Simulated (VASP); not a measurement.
Runs of VASP 6.6.1 on Cl2. The cell holds a molecule in a box, 2 atoms: a = 10.000 Å, b = 10.500 Å, c = 11.000 Å, α = 90.00°, β = 90.00°, γ = 90.00°. 

```tsv
task	level	potentials or basis	cell	cutoff (eV)	gap on the mesh (eV)
relaxation of the atoms	PBEsol	VASP PAW PBE potentials, release 64 (Cl)	atoms relaxed	500	3.12
single point	PBEsol	VASP PAW PBE potentials, release 64 (Cl)	as given	520	3.06
relaxation of the atoms	PBEsol	VASP PAW PBE potentials, release 64 (Cl)	atoms relaxed	300	(a)
relaxation of the atoms	RPBE	VASP PAW PBE potentials, release 64 (Cl)	atoms relaxed	520	3.05
relaxation of the atoms	PBEsol	VASP PAW PBE potentials, release 64 (Cl)	atoms relaxed	520	3.12
relaxation of the atoms	PBEsol	VASP PAW PBE potentials, release 64 (Cl)	atoms relaxed	400	3.12
relaxation of the atoms	LDA	VASP PAW LDA potentials, release 64 (Cl)	atoms relaxed	520	3.08
```

Alike in all rows: no spin polarisation; k mesh 1 × 1 × 1; smearing gaussian 0.02 eV.

Task: Fill in the values left out.

Result: (a) 3.11.

Runs at the PBE level aren't shown here.
